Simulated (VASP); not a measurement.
All values below come from revPBE GGA, VASP's PBE PAW potentials (set 64) (plane waves; VASP).

A VASP calculation is set up with these files.

File POSCAR:
```
ZnO
1.0
  1.6586198956  -2.8728143945   0.0000000000
  1.6586198956   2.8728143945   0.0000000000
  0.0000000000   0.0000000000   5.3450160492
Zn O
2 2
Cart
  1.6586198956  -0.9576067134   2.6775046862
  1.6586198956   0.9576067134   0.0049966616
  1.6586198956  -0.9576067134   4.7093074938
  1.6586198956   0.9576067134   2.0367994692
```

KPOINTS:
```
Automatic mesh
0
Gamma
9 9 5
0 0 0
```

### INCAR
```
SYSTEM = ZnO
PREC = Accurate
ENCUT = 520
EDIFF = 1E-7
NELM = 100
ALGO = Normal
LREAL = .FALSE.
LASPH = .TRUE.
ISMEAR = -5
GGA = RE
LMAXMIX = 4
LWAVE = .FALSE.
LCHARG = .TRUE.
LORBIT = 11
NEDOS = 601
ISIF = 2
LEFG = .TRUE.
```

POTCAR, in this order: Zn O (PBE.64 set). Program: vasp_std.

Task: Predict the energy per atom (σ→0), band gap (on the k-mesh).

Result: 
| Item | Result |
|---|---|
| energy per atom (σ→0) | -4.143 eV/atom |
| band gap (on the k-mesh) | 0.75 eV |

### OSZICAR
```
...
DAV:  11    -0.165702947796E+02   -0.12476E-03   -0.12861E-03  1926   0.348E-01    0.454E-02
DAV:  12    -0.165703813162E+02   -0.86537E-04   -0.10352E-04  1776   0.841E-02    0.389E-02
DAV:  13    -0.165703874911E+02   -0.61749E-05   -0.40916E-05  1806   0.657E-02    0.156E-02
DAV:  14    -0.165703846935E+02    0.27975E-05   -0.23781E-05  1804   0.393E-02    0.211E-03
DAV:  15    -0.165703846475E+02    0.46071E-07   -0.11705E-06  1938   0.110E-02    0.394E-03
DAV:  16    -0.165703844314E+02    0.21602E-06   -0.21402E-07  1210   0.714E-03    0.244E-03
DAV:  17    -0.165703844086E+02    0.22848E-07   -0.46470E-07  1542   0.672E-03
   1 F= -.16570384E+02 E0= -.16570384E+02  d E =0.000000E+00
```

The compound is ZnO in the wurtzite structure. It was relaxed first, which changed the volume by +7 %.
